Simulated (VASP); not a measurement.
Energy against volume of CoSi₂ (fluorite). Calculation: optB86b-vdW, VASP's PBE PAW potentials (set 64) (plane waves; VASP).

| V (Å³/atom) | E (eV/atom) |
|---|---|
| 11.974 | -4.86133 |
| 12.356 | -4.88322 |
| 12.738 | -4.88971 |
| 13.120 | -4.88316 |
| 13.502 | -4.86561 |

Task: Fit a third-order Birch-Murnaghan equation of state.

Result: 
- volume per atom: 12.73 Å^3/atom
- bulk modulus: 182 GPa
- pressure derivative of the bulk modulus: 4.60
- lattice constant a: 0.5345 nm

Measured: a 5.365 Å (computed value off by -0.4 %), as given by Ganesh Hegde et al., Applied Physics Letters (2014), arXiv:1405.1317. The calculation is for a static lattice, while the measured a holds thermal and zero-point effects, which are part of the difference.

The compound is CoSi2 in the fluorite structure. It was relaxed first. The run is not spin-polarised, so no magnetic state was tried.
